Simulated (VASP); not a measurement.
Consider the following.

```xyz
3
Lattice="1.6906 -2.9283 0.0000 1.6906 2.9283 0.0000 0.0000 0.0000 5.6989" Properties=species:S:1:pos:R:3 pbc="T T T"
Ti     0.0000     0.0000     0.0000
S      1.6906     0.9761     1.4287
S      1.6906    -0.9761     4.2702
```

Computed with optB86b-vdW, VASP's PBE PAW potentials (set 64) (plane waves; VASP 6.6.1). Numerical set-up: 520 eV cut-off, 12×12×6 Γ-centred mesh, tetrahedra with Blöchl corrections, potentials Ti_sv S.

The cores are frozen, which limits the accuracy of field gradients.

### Question
Give the principal components of the electric field gradient (V/Å²) and the asymmetry η at each nucleus.

### Answer

| atom | Vxx | Vyy | Vzz | η |
|---|---|---|---|---|
| Ti1 | 10.6 | 10.6 | -21.1 | 0.00 |
| S2 | 5.1 | 5.1 | -10.1 | 0.00 |
| S3 | 5.1 | 5.1 | -10.1 | 0.00 |

The compound is TiS2 in the 1T layered structure. It was relaxed first.
